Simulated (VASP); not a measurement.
Method: PBE GGA, VASP's PBE PAW potentials (set 64) (plane waves; VASP).

The input files of a VASP run:

POSCAR:
```
ScAl3
1.0
  4.0878100000   0.0000000000   0.0000000000
  0.0000000000   4.0878100000   0.0000000000
  0.0000000000   0.0000000000   4.0878100000
Sc Al
1 3
direct
  0.0000000000   0.0000000000   0.0000000000
  0.5000000000   0.0000000000   0.5000000000
  0.0000000000   0.5000000000   0.5000000000
  0.5000000000   0.5000000000   0.0000000000
```

### KPOINTS
```
kpoints
0
gamma
7 7 7
0 0 0
```

**INCAR**
```
ALGO = Normal
EDIFF = 1E-6
EDIFFG = -0.01
ENCUT = 420
GGA = PE
IBRION = 2
ISIF = 3
ISMEAR = 1
LASPH = T
LCHARG = F
LMAXMIX = 4
LREAL = F
LWAVE = F
NELM = 100
NSW = 50
PREC = Accurate
SIGMA = 0.05
SYSTEM = ScAl3
```

POTCAR, in this order: Sc_sv Al (PBE.64 set). Program: vasp_std.

The resulting files:

### OSZICAR
```
       N       E                     dE             d eps       ncg     rms          rms(c)
DAV:   1     0.100510879708E+03    0.10051E+03   -0.75027E+03   576   0.109E+03
DAV:   2    -0.129788760069E+02   -0.11349E+03   -0.11153E+03   560   0.336E+02
DAV:   3    -0.201749599433E+02   -0.71961E+01   -0.68578E+01   912   0.678E+01
DAV:   4    -0.202994628928E+02   -0.12450E+00   -0.12375E+00   806   0.886E+00
DAV:   5    -0.203015728164E+02   -0.21099E-02   -0.21091E-02   778   0.116E+00    0.890E+00
DAV:   6    -0.193641814233E+02    0.93739E+00   -0.47922E+00   928   0.253E+01    0.315E+00
DAV:   7    -0.193163164347E+02    0.47865E-01   -0.88129E-02   644   0.264E+00    0.182E+00
DAV:   8    -0.192934116335E+02    0.22905E-01   -0.38714E-02   778   0.154E+00    0.221E-01
DAV:   9    -0.192934000980E+02    0.11535E-04   -0.80538E-03   820   0.628E-01    0.132E-01
DAV:  10    -0.192929457479E+02    0.45435E-03   -0.15128E-03   890   0.402E-01    0.753E-02
DAV:  11    -0.192929956059E+02   -0.49858E-04   -0.15128E-04   900   0.156E-01    0.410E-02
DAV:  12    -0.192929137045E+02    0.81901E-04   -0.44837E-04   956   0.173E-01    0.414E-03
DAV:  13    -0.192929141518E+02   -0.44737E-06   -0.12367E-05   850   0.352E-02    0.435E-03
DAV:  14    -0.192929142712E+02   -0.11940E-06   -0.89282E-07   388   0.150E-02
   1 F= -.19292914E+02 E0= -.19292767E+02  d E =-.192929E+02
       N       E                     dE             d eps       ncg     rms          rms(c)
DAV:   1    -0.193348315692E+02   -0.41917E-01   -0.10578E+00   680   0.159E+01    0.157E+00
DAV:   2    -0.193001143200E+02    0.34717E-01   -0.28819E-01   880   0.701E+00    0.313E-01
DAV:   3    -0.192963689498E+02    0.37454E-02   -0.15514E-02   922   0.105E+00    0.197E-01
DAV:   4    -0.192955114985E+02    0.85745E-03   -0.20628E-03   698   0.559E-01    0.783E-02
DAV:   5    -0.192954742097E+02    0.37289E-04   -0.10956E-04   736   0.116E-01    0.198E-02
DAV:   6    -0.192954724530E+02    0.17567E-05   -0.99983E-06   878   0.330E-02    0.779E-03
DAV:   7    -0.192954721523E+02    0.30065E-06   -0.77254E-07   406   0.101E-02
   2 F= -.19295472E+02 E0= -.19295306E+02  d E =-.255788E-02
       N       E                     dE             d eps       ncg     rms          rms(c)
DAV:   1    -0.192988930848E+02   -0.34206E-02   -0.80157E-02   680   0.438E+00    0.427E-01
DAV:   2    -0.192962688378E+02    0.26242E-02   -0.20208E-02   856   0.186E+00    0.877E-02
DAV:   3    -0.192959758069E+02    0.29303E-03   -0.11702E-03   896   0.291E-01    0.562E-02
DAV:   4    -0.192959075712E+02    0.68236E-04   -0.19253E-04   692   0.174E-01    0.230E-02
DAV:   5    -0.192959093554E+02   -0.17842E-05   -0.99154E-06   666   0.312E-02    0.260E-03
DAV:   6    -0.192959093854E+02   -0.29918E-07   -0.65450E-07   364   0.725E-03
   3 F= -.19295909E+02 E0= -.19295749E+02  d E =-.299511E-02
```

### OUTCAR
```
------------------------ aborting loop because EDIFF is reached ----------------------------------------
  FORCE on cell =-STRESS in cart. coord.  units (eV):
  Direction    XX          YY          ZZ          XY          YZ          ZX
  --------------------------------------------------------------------------------------
  Total        0.0008736      0.0008736      0.0008736      0.0000000      0.0000000     -0.0000000
  in kB        0.0202365      0.0202365      0.0202365      0.0000000      0.0000000     -0.0000000
  external PRESSURE =       0.0202365 kB  Pullay stress =       0.0000000 kB
  volume of cell :       69.17
      direct lattice vectors                 reciprocal lattice vectors
     4.104910355  0.000000000  0.000000000     0.243610679  0.000000000  0.000000000
    -0.000000000  4.104910355  0.000000000    -0.000000000  0.243610679 -0.000000000
    -0.000000000  0.000000000  4.104910355     0.000000000  0.000000000  0.243610679
 POSITION                                       TOTAL-FORCE (eV/Angst)
 -----------------------------------------------------------------------------------
      0.00000      0.00000      0.00000        -0.000000      0.000000      0.000000
      2.05246      0.00000      2.05246        -0.000000      0.000000      0.000000
     -0.00000      2.05246      2.05246         0.000000      0.000000      0.000000
      2.05246      2.05246      0.00000        -0.000000      0.000000      0.000000
 -----------------------------------------------------------------------------------
    total drift:                               -0.000000     -0.000000     -0.000000
  FREE ENERGIE OF THE ION-ELECTRON SYSTEM (eV)
  ---------------------------------------------------
  free  energy   TOTEN  =       -19.2959093854 eV

  energy  without entropy=      -19.2954292951  energy(sigma->0) =      -19.29574936

 reached required accuracy - stopping structural energy minimisation
```
(Selected blocks of OUTCAR.)

File CONTCAR:
```
ScAl3
   1.00000000000000
     4.1049103552501158    0.0000000000000000    0.0000000000000000
    -0.0000000000000000    4.1049103552501158    0.0000000000000000
    -0.0000000000000000    0.0000000000000000    4.1049103552501158
  Sc              Al
     1     3
Direct
     0.0000000000000000    0.0000000000000000    0.0000000000000000
     0.5000000000000000    0.0000000000000000    0.5000000000000000
     0.0000000000000000    0.5000000000000000    0.5000000000000000
     0.5000000000000000    0.5000000000000000    0.0000000000000000
```

The structure comes from a computed database's ScAl3 entry; how it stands against other phases isn't given here. This run relaxes it. Symmetry was kept, so distortions that lower it aren't found. The run is one of a series of settings (EDIFFG = -0.01, ENCUT = 420, IBRION = 2, ISIF = 3, NSW = 50 against the base run), some of them coarse on purpose.
